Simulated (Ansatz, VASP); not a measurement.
**CoCl2: VASP beside Ansatz**

Wanted: the spread between two codes on one cell, functional and k mesh. The cell is taken from a series of runs on this material, whose earlier steps may have relaxed, scaled, displaced or heated it; both programs get it as it stands.

Program: Ansatz 0.2.0. Level of theory: plane waves, with VASP 6.6.1 beside it; single point at PBEsol, DFT+U. Results are calculated unless marked as measured.

### Step 1. Set-up

It takes space group P-3m1 (No. 164, trigonal). Conventional cell: a = 3.540 Å, b = 3.540 Å, c = 5.973 Å, α = 90.00°, β = 90.00°, γ = 120.00°. Co has 6 Cl at 2.44 Å nearest. Nearest to Cl lie 3 Co at 2.44 Å. Farther neighbours and most contacts between anions are not listed.

### Step 2. Ansatz: single point, PBEsol, DFT+U, pair 1

Ansatz runs on its default PAW (the set named soft_2) files.

With cell and atoms fixed, the geometry can't cause a difference; cores, projectors, grids and the points listed under the comparison can.

Contents of input.yaml:

```yaml
crystal:
  lattice:
    - [3.5400119547, 0.0, 0.0]
    - [-1.7700059773, 3.0657402824, 0.0]
    - [0.0, 0.0, 11.94501254]
  atoms:
    - { symbol: Co, position: [0.0, 0.0, 0.0], spin: 2.6 }
    - { symbol: Co, position: [0.0, 0.0, 0.5], spin: -2.6 }
    - { symbol: Cl, position: [0.66666667, 0.33333333, 0.38912756] }
    - { symbol: Cl, position: [0.66666667, 0.33333333, 0.88912756] }
    - { symbol: Cl, position: [0.33333333, 0.66666667, 0.11087244] }
    - { symbol: Cl, position: [0.33333333, 0.66666667, 0.61087244] }
magnetization:
  spin_polarized: true
kpoints:
  mp_grid: { grid: [10, 10, 3] }
  band_path:
    path:
      - [0.0, 0.0, 0.0]
      - [0.5, 0.0, 0.0]
      - [0.3333333333, 0.3333333333, 0.0]
      - [0.0, 0.0, 0.0]
      - [0.0, 0.0, 0.5]
      - [0.5, 0.0, 0.5]
      - [0.3333333333, 0.3333333333, 0.5]
    npoints: 11
hamiltonian:
  xc: pbesol
  hubbard:
    sites: [{ species: Co, l: d, u_eff: 2.1, starting_ns: occupation_matrices }]
scf:
  occupations: { method: fermi_dirac, width: 0.02 }
  lower_state_search: "off"
output:
  write_bands: true
  eigenstates:
    nscf_kmesh: { grid: [10, 10, 3] }
    top_band: c46
    exchange_couplings: { magnetic: [{ species: Co }] }
checkpoint:
  read: ground.run
```

Run with:

```bash
$ ansatz run input.yaml --threads 2 --pin off --max-ram 5120MiB --backend cpu --events-out ev --progress --plain --runs-dir out
```

Numbers of over 12 decimals in the logs are rounded to 6 here.

The log of the run:

```text
Warning: checkpoint.read: this deck types DFT+U occupations (hamiltonian.hubbard.sites[].starting_ns) that are not shown to be those of the saved run. The run lays them and its moments on the saved charge alone, without the saved matrices and orbitals. Where it can, it adopts starting moments for atoms that the deck gives none. It can end on another state than the saved one. A deck that types no starting_ns takes the saved state as far as its other differences allow
Co: projections on atomic orbitals take those of the free atom [Ne] 3s2 3p6 3d7 4s2, of charge +0.00 (hamiltonian.pseudopotentials.projection_atoms); the dataset's partial waves leave at most 1.4e-6 of an orbital's norm unspanned inside its sphere
Cl: projections on atomic orbitals take those of the free atom [Ne] 3s2 3p5, of charge +0.00 (hamiltonian.pseudopotentials.projection_atoms); the dataset's partial waves leave at most 2.1e-7 of an orbital's norm unspanned inside its sphere
hamiltonian.hubbard.sites[].starting_ns: atoms 0, 1 take their starting occupation matrices from occupation_matrices, whose run converged (SHA-256 )
Engine: ansatz 0.2.0, aarch64-unknown-linux-gnu
Pseudopotentials: kind: paw
Pseudopotential: Co, paw, valence charge 17, recommended cutoff 420 eV (normal), Co.paw.azcp
Pseudopotential: Cl, paw, valence charge 7, recommended cutoff 420 eV (normal), Cl.paw.azcp
Functional definition: PBEsol
  exchange = pbesol_x
  correlation = pbesol_c
Crystal: 6 atoms, lattice volume = 129.636 Å³
Basis set: ecut = 420 eV, 2517 PW (Γ)
Bands: 41, of which v1, the nominal top of the filled ones, is band 31 counted from 1 (30 counted from 0)
Symmetry: 12 space group operations
Space group: P-3m1 (ITA 164), of the structure as read, at distance tolerance 5.1e-5 Å
Magnetic group: BNS 164.90 (UNI 1320), of the structure as read, at distance tolerance 5.1e-5 Å
k-points: 36 of 300
Non-local potential: Co, projectors of the file, l = 0: 3, l = 1: 2, l = 2: 3, l = 3: 1
Non-local potential: Cl, projectors of the file, l = 0: 2, l = 1: 2, l = 2: 2
PAW form: soft (Blöchl's): semilocal exchange-correlation on the pseudo side does not see the compensation charge
PAW frozen core: Co, regenerated for the run's functional, and the local potential with it (the file was generated under x = pbe(κ = 0.804, μ = 0.219515), c = pbe(β = 0.066725))
PAW frozen core: Cl, regenerated for the run's functional, and the local potential with it (the file was generated under x = pbe(κ = 0.804, μ = 0.219515), c = pbe(β = 0.066725))
PAW one-centre angular grid: Co, 590 points (default); XC on 64 Gauss nodes
PAW one-centre angular grid: Cl, 110 points (default); XC on 64 Gauss nodes
Initial density: the charge density (read from a saved state, or passed on in memory by this solve's first SCF, by the result behind which a high-spin start is tried, by an earlier step or by the calling program), spin-split by the starting moments, if any
Starting moments: Σ|m| = 5.2 μB on 2 of 6 sites
Starting magnetic order: antiferromagnet; a translation exchanges its spin sublattices: spin-degenerate at every k-point
Initial wavefunctions: pseudopotential atomic-orbital guess
Functional: x = pbesol(κ = 0.804, μ = 0.123457), c = pbesol(β = 0.046)
the translation (0, 0, 0.5) carries every atom to within crystal.symmetry.tolerance of an atom of its element with the starting moment reversed, but both spin channels are solved: the run starts from a saved state that isn't shown to keep it, or this solve from the single point that its walk made first
iter 1 solved again at ethr=2.38e-4 eV; its pass at ethr=3.10e-3 eV (dr2=1.47e-1 eV) is discarded
SCF iter   1: F=—  HF=-14430.031546 eV  |F-HF|=—  |Δ(HF+E_count)|=         —  Δρ=2.93e-2 (↑2.93e-2 ↓2.93e-2)  dr2=1.52e-1  dr2_m=9.76e-1  M=0.000 μB ∫|m|=5.974 μB  β_m=1.00  ethr=2.38e-4  ⟨swp⟩=2.5  Hψ=15729  notcnv=0
preconditioner: auto → Resta (q_TF=auto, 2.413 Å⁻¹)  ε∞=5.4  [insulator: Δε(μ)=0.876 eV  Ē_g=10.575 eV  σ=0.020 eV  W_gap=1.00  n_scr=38 (ndim 8)  ℏωp=22.1 eV  f_vac=0.152  D(μ)=0.00/eV (n_scr^D=0)  ε∞_Penn≈5.4]
spin=Collinear: Resta preconditioning applied to the charge; magnetization (m = ρ↑ − ρ↓) channel mixes plain (no charge-response kernel on spin).
SCF iter   2: F=—  HF=-14430.476798 eV  |F-HF|=—  |Δ(HF+E_count)|=   4.45e-1  Δρ=5.01e-3 (↑5.01e-3 ↓5.01e-3)  dr2=2.45e-2  dr2_m=1.94e-2  M=0.000 μB ∫|m|=6.025 μB  β_m=1.00  ethr=2.38e-4  ⟨swp⟩=3.1  Hψ=6630  notcnv=0
SCF iter   3: F=—  HF=-14430.812672 eV  |F-HF|=—  |Δ(HF+E_count)|=   3.36e-1  Δρ=1.94e-3 (↑1.94e-3 ↓1.94e-3)  dr2=1.23e-2  dr2_m=1.36e-4  M=0.000 μB ∫|m|=6.032 μB  β_m=1.00  ethr=3.96e-5  ⟨swp⟩=2.1  Hψ=6142  notcnv=0  defer=222
SCF iter   4: F=—  HF=-14431.035067 eV  |F-HF|=—  |Δ(HF+E_count)|=   2.22e-1  Δρ=9.09e-4 (↑9.09e-4 ↓9.09e-4)  dr2=3.02e-3  dr2_m=2.92e-5  M=0.000 μB ∫|m|=6.031 μB  β_m=1.00  ethr=1.98e-5  ⟨swp⟩=2.0  Hψ=5472  notcnv=0  defer=240
SCF iter   5: F=—  HF=-14431.150452 eV  |F-HF|=—  |Δ(HF+E_count)|=   1.15e-1  Δρ=5.53e-4 (↑5.53e-4 ↓5.53e-4)  dr2=1.24e-3  dr2_m=1.63e-5  M=0.000 μB ∫|m|=6.029 μB  β_m=0.30  ethr=4.87e-6  ⟨swp⟩=2.0  Hψ=5352  notcnv=0  defer=240
Mixer restart at iter 5: flushing history
spin-set hold released at iteration 5 (site moments contracting): the magnetisation degrees of freedom join the quasi-Newton model from the next iteration; the mixer history was flushed
SCF iter   6: F=—  HF=-14431.207065 eV  |F-HF|=—  |Δ(HF+E_count)|=   5.66e-2  Δρ=3.54e-4 (↑3.54e-4 ↓3.54e-4)  dr2=5.26e-4  dr2_m=3.19e-5  M=0.000 μB ∫|m|=6.028 μB  β_m=0.65  ethr=2.00e-6  ⟨swp⟩=2.0  Hψ=5312  notcnv=0  defer=240
SCF iter   7: F=—  HF=-14431.265140 eV  |F-HF|=—  |Δ(HF+E_count)|=   5.81e-2  Δρ=2.01e-4 (↑2.01e-4 ↓2.01e-4)  dr2=1.07e-4  dr2_m=2.92e-5  M=0.000 μB ∫|m|=6.025 μB  β_m=0.75  ethr=8.49e-7  ⟨swp⟩=2.6  Hψ=5680  notcnv=0  defer=240
SCF iter   8: F=—  HF=-14431.265194 eV  |F-HF|=—  |Δ(HF+E_count)|=   5.35e-5  Δρ=3.02e-4 (↑3.02e-4 ↓3.02e-4)  dr2=2.50e-4  dr2_m=2.10e-6  M=0.000 μB ∫|m|=6.025 μB  β_m=0.63  ethr=1.73e-7  ⟨swp⟩=2.0  Hψ=5308  notcnv=0  defer=240
SCF iter   9: F=—  HF=-14431.265148 eV  |F-HF|=—  |Δ(HF+E_count)|=   4.53e-5  Δρ=4.19e-5 (↑4.19e-5 ↓4.19e-5)  dr2=4.81e-6  dr2_m=1.18e-6  M=0.000 μB ∫|m|=6.025 μB  β_m=0.74  ethr=1.73e-7  ⟨swp⟩=2.0  Hψ=5226  notcnv=0  defer=240
SCF iter  10: F=—  HF=-14431.265150 eV  |F-HF|=—  |Δ(HF+E_count)|=   1.54e-6  Δρ=1.24e-5 (↑1.24e-5 ↓1.24e-5)  dr2=4.53e-7  dr2_m=7.64e-8  M=0.000 μB ∫|m|=6.025 μB  β_m=0.87  ethr=7.76e-9  ⟨swp⟩=2.0  Hψ=3981  notcnv=0  defer=240
SCF iter  11: F=—  HF=-14431.265150 eV  |F-HF|=—  |Δ(HF+E_count)|=   2.08e-7  Δρ=8.78e-6 (↑8.77e-6 ↓8.78e-6)  dr2=2.15e-7  dr2_m=1.18e-8  M=0.000 μB ∫|m|=6.025 μB  β_m=0.93  ethr=7.31e-10  ⟨swp⟩=2.0  Hψ=4885  notcnv=0  defer=240
iter 12 met the thresholds in force, and the SCF goes on: an eigenvalue changes by 0.51 meV, over its tolerance of 0.50 meV (output.eigenvalues, Limitations)
SCF iter  12: F=-14431.265150 eV  HF=-14431.265150 eV  |F-HF|=7.31e-9  |Δ(HF+E_count)|=   2.49e-9  Δρ=2.44e-6 (↑2.42e-6 ↓2.44e-6)  dr2=1.74e-8  dr2_m=5.75e-10  M=0.000 μB ∫|m|=6.024 μB  β_m=0.96  ethr=1.61e-10  ⟨swp⟩=6.6  Hψ=10212  notcnv=0
iter 13 met the thresholds in force, and the SCF goes on: an eigenvalue changes by 0.18 meV, over its tolerance of 0.06 meV (output.eigenvalues, Limitations)
SCF iter  13: F=-14431.265150 eV  HF=-14431.265150 eV  |F-HF|=2.78e-9  |Δ(HF+E_count)|=   2.70e-9  Δρ=1.08e-6 (↑1.08e-6 ↓1.01e-6)  dr2=4.14e-9  dr2_m=1.05e-10  M=0.000 μB ∫|m|=6.024 μB  β_m=1.00  ethr=2.81e-11  ⟨swp⟩=1.0  Hψ=7249  notcnv=0
Mixer restart at iter 13: flushing history
SCF iter  14: F=-14431.265150 eV  HF=-14431.265150 eV  |F-HF|=5.42e-8  |Δ(HF+E_count)|=   1.08e-8  Δρ=3.90e-6 (↑3.90e-6 ↓3.66e-6)  dr2=5.63e-8  dr2_m=1.21e-9  M=0.000 μB ∫|m|=6.025 μB  ethr=6.68e-12  ⟨swp⟩=1.0  Hψ=8237  notcnv=0
SCF 1 converged in 14 iterations: F = -14431.265150 eV  dr2 = 5.63e-8
  greatest PAW one-centre occupation: 1.003 electrons in one spin orbital (limit 2), on the Co atom at site 1 (counted from 0), in its partial waves of l = 1
NSCF: frozen V_eff on 67 k-points
the translation (0, 0, 0.5) carries every atom to within crystal.symmetry.tolerance of an atom of its element with the starting moment reversed, but both spin channels are solved: the SCF whose density it solves on was not solved under it
NSCF: frozen V_eff on 36 k-points
Exchange couplings: 0 of 2 parts done
Exchange couplings: 1 of 2 parts done
[...]
Exchange couplings: 3 of 4 parts done
SCF converged after 14 iterations
an eigenvalue changed by more than its tolerance at an iteration that met the thresholds in force, so the SCF went on 2 times, its first undamped step at iteration 13: the last check found none over its tolerance
Magnetization: 0.0000 μB (31.0000 up, 31.0000 down)
Absolute magnetization: 6.0212 μB (∫|ρ↑−ρ↓|, with the PAW one-centre terms)
Spin contamination: 3.0074 ħ² per cell (⟨S²⟩ above its minimum at these occupations)
Per-site moments (μB) at R_I (Å): [(2.555580, 1.004604), (-2.555582, 1.004604), (-0.146657, 1.004604), (0.146658, 1.004604), (0.146658, 1.004604), (-0.146657, 1.004604)]
Free energy (F): -14431.265150 eV
Harris-Foulkes:  -14431.265150 eV  (|F-HF|=5.42e-8)
Internal energy: -14431.265150 eV  (E = F + TS)
E sigma→0 (E₀):  -14431.265150 eV
Fermi energy:    5.073161 eV
--- Per-component energies (eV) ---
  E_band       = -1016.277515
  E_kinetic    = 1526.611451
  E_local      = -11157.908374  (includes V_loc(G=0)·N_el)
  E_nonlocal   = 1048.764262
  E_hartree    = 4715.799429
  E_xc         = -729.249885
  E_vxc        = -881.018073  (∫ρ·V_xc dr)
  E_hubbard    = 0.836311  (on-site DFT+U / exact-exchange correction)
  E_vhub       = -13.843722  (the Hubbard potential's part of the band-sum identity)
  E_paw        = -5538.923806  (= ΣΔE_a)
  E_vpaw       = -970.510728  (= ΣTr[D̂ρ^β])
  E_aug_tail   = 0.000507  (compensation charges beyond the density's cutoff)
  E_ewald      = -4297.885611
  E_core_change = 0.690567  (= ΣΔE_core)
  E_smearing   = -0.000000  (= −TS)
  E_closure    = 0.000000  (closes the sum)
  Σ components = -14431.265150   (vs F -14431.265150, Δ=0.00e0)
--- Specified on-site occupations, and those of the state reported ---
  electrons in the specified blocks: 14.7775 specified, 14.7774 found
  site 1 (l=d) ↑: largest change of an orbital's occupation 0.0000; electrons 2.4054 specified, 2.4054 found; spectral distance 0.0000
  site 0 (l=d) ↓: largest change of an orbital's occupation 0.0000; electrons 2.4054 specified, 2.4054 found; spectral distance 0.0000
  site 1 (l=d) ↓: largest change of an orbital's occupation 0.0000; electrons 4.9834 specified, 4.9834 found; spectral distance 0.0000
  site 0 (l=d) ↑: largest change of an orbital's occupation 0.0000; electrons 4.9834 specified, 4.9834 found; spectral distance 0.0000
--- Band table (eV; the first three rows and the last of 72) ---
  k-point 0 ↑: bands = [... 27 lower, 3.2282, 3.2438, 4.2259, 4.2259, 6.0395, 7.0548, 7.0548, 8.9327, ... 6 higher]
  k-point 1 ↑: bands = [... 27 lower, 3.2282, 3.2282, 4.2263, 4.2263, 6.0422, 7.0547, 7.0547, 9.1636, ... 6 higher]
  k-point 2 ↑: bands = [... 27 lower, 3.4285, 3.5388, 3.9438, 4.1698, 6.0882, 6.9063, 7.0161, 9.3532, ... 6 higher]
  k-point 35 ↓: bands = [... 27 lower, 3.5897, 3.7263, 3.9148, 3.9372, 5.9515, 6.7195, 6.8757, 10.6510, ... 6 higher]
Occupation matrices written to <dir>
```

Reading the cycles: dr2 is the Hartree energy of the density residual (eV), the measure of convergence; HF is the Harris–Foulkes estimate of the energy, which meets the free energy F at convergence.

(Continued in part 2 of 3.)

[Lines on the potential files, build, host, timing and source positions are cut from VASP's logs without a mark.]

[Logs are printed without paths, hosts, clocks, repeated set-up lines and the standing remarks that a program may print on its own settings, such as how far it seeks lower states.]

[Hosts, paths, dates, database ids (printed as entryN), source tags and the programs' standing remarks are cut or masked in the printed files.]
